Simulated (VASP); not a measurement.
Input:

```xyz
2
Lattice="3.3935 0.0000 0.0000 0.0000 3.3935 0.0000 0.0000 0.0000 3.3935" Properties=species:S:1:pos:R:3 pbc="T T T"
Pt     0.0000     0.0000     0.0000
Sb     1.6968     1.6968     1.6968
```

Computed with r2SCAN meta-GGA, VASP's PBE PAW potentials (set 64) (plane waves; VASP 6.6.1). Numerical set-up: 400 eV cut-off, 12×12×12 Γ-centred mesh, tetrahedra with Blöchl corrections, potentials Pt Sb.

Unless said otherwise, spin-orbit coupling is left out, though it shifts the bands of the heavy elements here.

### Question
Estimate the energy per atom (σ→0), band gap (over mesh and band path) with the smallest direct gap where there is one.

### Answer

- band gap (over mesh and band path): none (metal, semimetal or under 0.01 eV)
- energy per atom (σ→0): -38.600 eV/atom

The absolute energy has meaning only against runs of the same code, potentials and settings.

The structure was generated: PtSb was put into the CsCl type type (Pm-3m), which need not be its known phase. It was relaxed first, which changed the volume by -14 %. The electron count is odd and the run is not spin-polarised, which forces a metal.
